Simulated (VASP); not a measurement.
Method: LDA (Ceperley-Alder, Perdew-Zunger), VASP's LDA PAW potentials (set 64) (plane waves; VASP).

A VASP calculation is set up with these files.

File POSCAR:
```
Be
1.0
  1.1165531377  -1.9339266022   0.0000000000
  1.1165531377   1.9339266022   0.0000000000
  0.0000000000   0.0000000000   3.5088501913
Be
2
Direct
  0.3333330000   0.6666670000   0.2500000000
  0.6666670000   0.3333330000   0.7500000000
```

### INCAR
```
ALGO = Normal
EDIFF = 1E-7
ENCUT = 400
ISIF = 2
ISMEAR = -5
LASPH = T
LCHARG = T
LORBIT = 11
LREAL = F
LWAVE = F
NEDOS = 601
NELM = 100
PREC = Accurate
SYSTEM = Be
```

File KPOINTS:
```
Automatic mesh
0
G
21 21 12
```

POTCAR, in this order: Be (LDA.64 set). Program: vasp_std.

The run wrote:

### OSZICAR
```
       N       E                     dE             d eps       ncg     rms          rms(c)
DAV:   1    -0.516731160238E+01   -0.51673E+01   -0.15852E+03  4176   0.446E+02
DAV:   2    -0.845953942804E+01   -0.32922E+01   -0.32683E+01  5976   0.425E+01
DAV:   3    -0.847291045560E+01   -0.13371E-01   -0.13216E-01  4944   0.297E+00
DAV:   4    -0.847291621699E+01   -0.57614E-05   -0.56838E-05  5898   0.491E-02
DAV:   5    -0.847291621825E+01   -0.12543E-08   -0.12719E-08  4878   0.434E-04    0.128E+00
DAV:   6    -0.843378457923E+01    0.39132E-01   -0.28228E-03  4518   0.501E-01    0.774E-01
DAV:   7    -0.841585563633E+01    0.17929E-01   -0.46727E-03  4590   0.627E-01    0.204E-02
DAV:   8    -0.841584692745E+01    0.87089E-05   -0.10961E-05  5964   0.365E-02    0.534E-03
DAV:   9    -0.841584544482E+01    0.14826E-05   -0.55699E-07  4812   0.821E-03    0.475E-04
DAV:  10    -0.841584546313E+01   -0.18308E-07   -0.17358E-09  3600   0.465E-04
   1 F= -.84158455E+01 E0= -.84158455E+01  d E =0.000000E+00
```

### OUTCAR
```
------------------------ aborting loop because EDIFF is reached ----------------------------------------
  FORCE on cell =-STRESS in cart. coord.  units (eV):
  Direction    XX          YY          ZZ          XY          YZ          ZX
  --------------------------------------------------------------------------------------
  Total       -0.0814826     -0.0814826      0.1566848      0.0000000     -0.0000000      0.0000000
  in kB       -8.6151195     -8.6151181     16.5662113      0.0000000     -0.0000000      0.0000000
  external PRESSURE =      -0.2213421 kB  Pullay stress =       0.0000000 kB
  volume of cell :       15.15
      direct lattice vectors                 reciprocal lattice vectors
     1.116553138 -1.933926602  0.000000000     0.447806722 -0.258541353  0.000000000
     1.116553138  1.933926602  0.000000000     0.447806722  0.258541353  0.000000000
     0.000000000  0.000000000  3.508850191     0.000000000  0.000000000  0.284993643
 POSITION                                       TOTAL-FORCE (eV/Angst)
 -----------------------------------------------------------------------------------
      1.11655      0.64464      0.87721         0.000000     -0.000000      0.000000
      1.11655     -0.64464      2.63164        -0.000000      0.000000      0.000000
 -----------------------------------------------------------------------------------
    total drift:                                0.000000     -0.000002      0.000005
  FREE ENERGIE OF THE ION-ELECTRON SYSTEM (eV)
  ---------------------------------------------------
  free  energy   TOTEN  =        -8.4158454631 eV

  energy  without entropy=       -8.4158454631  energy(sigma->0) =       -8.41584546

 total charge

# of ion       s       p       d       tot
------------------------------------------
    1        0.412   0.810   0.000   1.222
    2        0.412   0.810   0.000   1.222
--------------------------------------------------
tot          0.824   1.620   0.000   2.443
```
(Selected blocks of OUTCAR.)

**OUTCAR**
```
 val. band max:        7.1980481187   @ k =   0.2857   0.2857   0.0000

 cond. band min:       7.0880269095   @ k =   0.3333   0.2857   0.1667


 Fermi energy:         7.1208806940

 k-point     1 :       0.0000    0.0000    0.0000
  band No.  band energies     occupation
      1      -4.3111      2.00000
      2       2.5471      2.00000
      3       8.5339      0.00000
      4      23.3471      0.00000
      5      23.3471      0.00000
      6      26.2784      0.00000

 k-point     2 :       0.0476    0.0000    0.0000
  band No.  band energies     occupation
      1      -4.2462      2.00000
      2       2.6347      2.00000
      3       8.5474      0.00000
      4      22.8098      0.00000
      5      22.9200      0.00000
      6      26.2946      0.00000

 k-point     3 :       0.0952   -0.0000    0.0000
  band No.  band energies     occupation
      1      -4.0513      2.00000
      2       2.8975      2.00000
      3       8.5847      0.00000
      4      21.4299      0.00000
      5      21.9991      0.00000
      6      26.2948      0.00000

 k-point     4 :       0.1429    0.0000    0.0000
  band No.  band energies     occupation
      1      -3.7262      2.00000
      2       3.3346      2.00000
      3       8.6333      0.00000
      4      19.6234      0.00000
      5      20.9631      0.00000
      6      26.1802      0.00000

 k-point     5 :       0.1905   -0.0000    0.0000
  band No.  band energies     occupation
      1      -3.2705      2.00000
      2       3.9450      2.00000
      3       8.6612      0.00000
      4      17.7201      0.00000
      5      19.9615      0.00000
      6      25.6913      0.00000

 k-point     6 :       0.2381    0.0000    0.0000
  band No.  band energies     occupation
      1      -2.6846      2.00000
      2       4.7263      2.00000
      3       8.5945      0.00000
      4      15.9669      0.00000
      5      19.0563      0.00000
      6      23.8730      0.00000
...
```

For a metal the tetrahedron method with Blöchl corrections gives inexact stress and forces.

The compound is Be in the hcp structure. It was relaxed first, which changed the volume by -7 %.
